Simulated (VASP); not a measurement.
Computed with PBEsol GGA, VASP's PBE PAW potentials (set 64) (plane waves; VASP 6.6.1).

VASP ran on this input.

### INCAR
```
SYSTEM = CdS
PREC = Accurate; ENCUT = 400; LREAL = F
LASPH = T; ICHARG = 11
EDIFF = 1E-7; NELM = 100; ALGO = Normal
LMAXMIX = 4
ISMEAR = 0; SIGMA = 0.05
GGA = PS
LWAVE = F; LCHARG = F; LORBIT = 11
```

File KPOINTS:
```
k-points along high-symmetry lines
15
Line-mode
Reciprocal
  0.000000   0.000000   0.000000 ! GAMMA
 -0.500000  -0.500000   0.000000 ! X

 -0.500000  -0.500000   0.000000 ! X
 -0.375000  -0.375000   0.250000 ! U

 -0.375000   0.000000   0.375000 ! K
  0.000000   0.000000   0.000000 ! GAMMA

  0.000000   0.000000   0.000000 ! GAMMA
  0.000000   0.000000   0.500000 ! L

  0.000000   0.000000   0.500000 ! L
 -0.500000  -0.250000   0.250000 ! W

 -0.500000  -0.250000   0.250000 ! W
 -0.500000  -0.500000   0.000000 ! X
```

POSCAR:
```
CdS
1.0
  0.0000000000   2.9122876473   2.9122876473
  2.9122876473   0.0000000000   2.9122876473
  2.9122876473   2.9122876473   0.0000000000
Cd S
1 1
Cartesian
  0.0000000000   0.0000000000   0.0000000000
  1.4561438236   1.4561438236   1.4561438236
```

POTCAR, in this order: Cd S (PBE.64 set). Program: vasp_std. Read from the step before: CHGCAR.

Output of the run:

### OUTCAR
```
 ion  position               nearest neighbor table
   1  0.000  0.000  0.000-   2 2.52   2 2.52   2 2.52   2 2.52
   2  0.250  0.250  0.250-   1 2.52   1 2.52   1 2.52   1 2.52
  LATTYP: Found a face centered cubic cell.
 ALAT       =     5.8245752946
 Subroutine PRICEL returns:
 Original cell was already a primitive cell.
 Subroutine GETGRP returns: Found 24 space group operations
The static configuration has the point symmetry T_d .
The dynamic configuration has the point symmetry T_d .
 Subroutine INISYM returns: Found 24 space group operations
   k-points           NKPTS =     90   k-points in BZ     NKDIM =     90   number of bands    NBANDS=     13
   number of dos      NEDOS =    301   number of ions     NIONS =      2
   total plane-waves  NPLWV =  21952
   dimension x,y,z NGX =    28 NGY =   28 NGZ =   28
   dimension x,y,z NGXF=    56 NGYF=   56 NGZF=   56
   ions per type =               1   1
   PREC   = accura    normal or accurate (medium, high low for compatibility)
   ISTART =      0    job   : 0-new  1-cont  2-samecut
   ICHARG =     11    charge: 1-file 2-atom 10-const
   ISPIN  =      1    spin polarized calculation?
   LNONCOLLINEAR =      F non collinear calculations
   LSORBIT =      F    spin-orbit coupling
   INIWAV =      1    electr: 0-lowe 1-rand  2-diag
   ENCUT  =  400.0 eV  29.40 Ry    5.42 a.u.   6.72  6.72  6.72*2*pi/ulx,y,z
   NELM   =    100;   NELMIN=  2; NELMDL= -5     # of ELM steps
   EDIFF  = 0.1E-06   stopping-criterion for ELM
   LREAL  =      F    real-space projection
   NLSPLINE    = F    spline interpolate recip. space projectors
   LMAXMIX     =    4 max onsite mixed and CHGCAR
   VOSKOWN=      0    Vosko Wilk Nusair interpolation
   EDIFFG = 0.1E-05   stopping-criterion for IOM
   NSW    =      0    number of steps for IOM
   NBLOCK =      1;   KBLOCK =      1    inner block; outer block
   IBRION =     -1    ionic relax: 0-MD 1-quasi-New 2-CG
   NFREE  =      0    steps in history (QN), initial steepest desc. (CG)
   ISIF   =      2    stress and relaxation
   ISYM   =      2    0-nonsym 1-usesym 2-fastsym
   TEIN   =    0.0    initial temperature
   TEBEG  =    0.0;   TEEND  =   0.0 temperature during run
...
```

**OSZICAR**
```
       N       E                     dE             d eps       ncg     rms          rms(c)
DAV:   1     0.936095689916E+02    0.93610E+02   -0.81771E+03  2404   0.103E+03
DAV:   2    -0.227428534378E+01   -0.95884E+02   -0.91925E+02  2800   0.274E+02
DAV:   3    -0.598805965670E+01   -0.37138E+01   -0.37039E+01  2735   0.563E+01
DAV:   4    -0.601283811613E+01   -0.24778E-01   -0.24775E-01  2755   0.449E+00
DAV:   5    -0.601317708670E+01   -0.33897E-03   -0.33897E-03  2720   0.492E-01
DAV:   6    -0.601318400006E+01   -0.69134E-05   -0.69134E-05  2780   0.661E-02
DAV:   7    -0.601318417186E+01   -0.17179E-06   -0.17181E-06  2725   0.944E-03
DAV:   8    -0.601318417635E+01   -0.44895E-08   -0.44575E-08  2085   0.146E-03
   1 F= -.60131842E+01 E0= -.60131842E+01  d E =-.577442E-13
```

### OUTCAR
```
 val. band max:        1.2499947303   @ k =   0.0000   0.0000   0.0000

 cond. band min:       2.2654929071   @ k =   0.0000   0.0000   0.0000



 k-point     1 :       0.0000    0.0000    0.0000
  band No.  band energies     occupation
      1     -11.1629      2.00000
      2      -6.4940      2.00000
      3      -6.4940      2.00000
      4      -6.4940      2.00000
      5      -5.9989      2.00000
      6      -5.9989      2.00000
      7       1.2500      2.00000
      8       1.2500      2.00000
      9       1.2500      2.00000
     10       2.2655      0.00000
     11       7.6925      0.00000
     12       7.6925      0.00000
     13       7.6925      0.00000

 k-point     2 :      -0.0357   -0.0357    0.0000
  band No.  band energies     occupation
      1     -11.1556      2.00000
      2      -6.4908      2.00000
      3      -6.4903      2.00000
      4      -6.4903      2.00000
      5      -6.0008      2.00000
      6      -5.9977      2.00000
      7       1.0864      2.00000
      8       1.2199      2.00000
      9       1.2199      2.00000
     10       2.4400      0.00000
     11       7.6210      0.00000
     12       7.7323      0.00000
     13       7.7323      0.00000

 k-point     3 :      -0.0714   -0.0714    0.0000
  band No.  band energies     occupation
      1     -11.1339      2.00000
      2      -6.4811      2.00000
      3      -6.4791      2.00000
      4      -6.4791      2.00000
      5      -6.0054      2.00000
      6      -5.9948      2.00000
      7       0.7519      2.00000
      8       1.1326      2.00000
      9       1.1326      2.00000
     10       2.8056      0.00000
     11       7.4260      0.00000
     12       7.8493      0.00000
     13       7.8493      0.00000

 k-point     4 :      -0.1071   -0.1071    0.0000
  band No.  band energies     occupation
      1     -11.0990      2.00000
      2      -6.4640      2.00000
      3      -6.4605      2.00000
      4      -6.4605      2.00000
...
```

The density is held fixed in this step, so its total energy and stress have no physical meaning.

The structure comes from a measured CdS entry (F-43m) of the Crystallography Open Database, whose conditions weren't checked. It was relaxed first.
